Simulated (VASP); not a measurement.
Data:

```yaml
crystal:
  lattice:
    - [4.32266, 0.00000, 0.00000]
    - [-2.16133, 3.74353, 0.00000]
    - [0.00000, 0.00000, 3.35954]
  atoms:
    - { symbol: Hf, position: [0.00000, 0.00000, 0.00000] }
    - { symbol: Ge, position: [0.33333, 0.66667, 0.50000] }
    - { symbol: Ge, position: [0.66667, 0.33333, 0.50000] }
```

Level of theory: PBEsol GGA, VASP's PBE PAW potentials (set 64) (plane waves; VASP). Run with 400 eV cut-off, Gaussian smearing of 0.050 eV, potentials Hf_pv Ge_d.

Question: Give the energies of bands 15 to 22 at the high-symmetry points, in eV from the Fermi level.

Answer: 
| band | Γ | M | K | A | L | H |
|---|---|---|---|---|---|---|
| 15 | -4.32 | -10.01 | -10.20 | -7.01 | -8.00 | -9.29 |
| 16 | -4.32 | -4.41 | -7.12 | -2.22 | -4.81 | -4.68 |
| 17 | -4.05 | -4.07 | -0.48 | -2.15 | -4.25 | -3.93 |
| 18 | -1.82 | -0.68 | -0.13 | -2.15 | -4.21 | -3.93 |
| 19 | 0.16 | 0.42 | -0.13 | -2.05 | -0.61 | -0.45 |
| 20 | 0.59 | 0.56 | 0.07 | -2.05 | 1.03 | 0.86 |
| 21 | 0.59 | 1.81 | 0.07 | -0.24 | 1.70 | 0.86 |
| 22 | 2.07 | 3.21 | 4.46 | -0.24 | 2.85 | 2.62 |

It has no gap at this level: it comes out as a metal or semimetal.

The structure was generated: HfGe2 was put into the AlB2 type (P6/mmm), which need not be its known phase. It was relaxed first, which changed the volume by -34 %.
